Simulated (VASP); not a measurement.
The system is SnSe2.

```xyz
3
Lattice="3.8110 0.0000 0.0000 -1.9055 3.3004 0.0000 0.0000 0.0000 6.1360" Properties=species:S:1:pos:R:3 pbc="T T T"
Sn    0.0000    0.0000    0.0000
Se    0.0000    2.2003    1.5279
Se    1.9055    1.1001    4.6081
```

| Property | Result |
| --- | --- |
| Program | VASP 6.6.1 |
| Task | relaxation of cell and atoms |
| Functional | PBE |
| Potentials or basis | VASP PAW PBE potentials, release 64 (Sn_d, Se) |
| Cutoff | 520 eV |
| k mesh | 8 × 8 × 5 |
| Occupations | gaussian, width 0.1 eV |
| Spin | no spin polarisation |

At the start: pressure 5.6 GPa; volume 25.73 Å³/atom.

Problem. How do energy, volume and symmetry change on relaxing?

Solution. Over 16 steps the energy falls by 41.6 meV/atom and the volume is 30.01 Å³/atom (+16.7 %); space group P-3m1 (No. 164, to 0.05 Å).

Step by step:
```csv
step,energy change (eV),largest force (eV/Å),pressure (GPa),volume (Å³)
1,0.0000,0.8038,5.62,77.18
2,-0.0416,0.6288,-3.30,87.70
3,-0.1084,0.0665,-0.01,82.75
4,-0.1084,0.0517,0.12,82.64
5,-0.1096,0.0624,0.10,82.75
6,-0.1121,0.0954,0.14,83.06
7,-0.1120,0.1617,0.25,83.65
8,-0.1129,0.1247,0.18,83.34
9,-0.1139,0.1182,0.17,83.56
10,-0.1165,0.0982,0.10,84.24
11,-0.1203,0.0567,0.01,85.59
12,-0.1228,0.0316,-0.10,88.31
13,-0.1242,0.0279,0.02,88.95
14,-0.1247,0.0250,0.16,89.68
15,-0.1245,0.0572,-0.22,90.63
16,-0.1248,0.0060,0.01,90.04
```

Final structure:
```
Sn Se
1.0
     3.87216    0.00000    0.00000
    -1.93608    3.35339    0.00000
     0.00000    0.00000    6.93396
Sn Se
1 2
Direct
  0.00000 0.00000 0.00000
  0.33333 0.66667 0.23021
  0.66667 0.33333 0.76979
```

Caveat: the volume moved by over 15 % at a fixed basis, so the end points are rough; this functional lacks dispersion, which binds the layers, so the pressure and a relaxed spacing across them are unreliable, and here the layers came unbound; the volume moved by +17 % from the deposited cell, more than functionals usually miss.
